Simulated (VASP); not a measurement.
```yaml
crystal:
  lattice:
    - [4.14531, 2.07265, 2.07265]
    - [2.07265, 4.14531, 2.07265]
    - [2.07265, 2.07265, 4.14531]
  atoms:
    - { symbol: Ni, position: [0.00000, 0.00000, 0.00000], spin: 2.0 }
    - { symbol: Ni, position: [0.50000, 0.50000, 0.50000], spin: -2.0 }
    - { symbol: O, position: [0.25000, 0.25000, 0.25000] }
    - { symbol: O, position: [0.75000, 0.75000, 0.75000] }
```

These are LDA (Ceperley-Alder, Perdew-Zunger), VASP's LDA PAW potentials (set 64) (plane waves; VASP) values and carry that method's errors. Numerical set-up: 400 eV cut-off, 6×6×6 Γ-centred mesh, Fermi-Dirac smearing of 0.010 eV, potentials Ni O.

At this cut-off the stress carries a Pulay error, which pulls relaxed volumes low.

Q: What does the run give for the cell moment, energy per atom (σ→0), pressure?

A: 
```yaml
cell_moment: 0.00 μB
energy per atom (σ→0): -6.746 eV/atom
pressure: -19.74 GPa
```

Q: Give the moment on each site (PAW-sphere projection).

A: 
| site | moment (μB) |
|---|---|
| Ni1 | 1.12 |
| Ni2 | -1.12 |
| O3 | 0.00 |
| O4 | 0.00 |

Only differences to runs with the same potentials and settings are physical.

The structure is a typed NiO crystal (Fm-3m). The cell was not relaxed at this level.
